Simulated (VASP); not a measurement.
Here is the system:

```
CELL_PARAMETERS angstrom
      0.00000     2.67658     2.67658
      2.67658     0.00000     2.67658
      2.67658     2.67658     0.00000
ATOMIC_POSITIONS crystal
  Cd 0.00000 0.00000 0.00000
  F  0.25000 0.25000 0.25000
  F  0.75000 0.75000 0.75000
```

Method: MS2 meta-GGA, VASP's PBE PAW potentials (set 64) (plane waves; VASP). Settings: 520 eV cut-off, 7×7×7 Γ-centred mesh, Gaussian smearing of 0.050 eV, potentials Cd F.

**Question.** Predict the energy per atom (σ→0), pressure.

**Answer.** 
```json
{
  "energy per atom (σ→0)": "-4.352 eV/atom",
  "pressure": "3.64 GPa"
}
```

The compound is CdF2 in the fluorite structure. This cell is one point of a volume scan, at 0.97 of the reference volume.
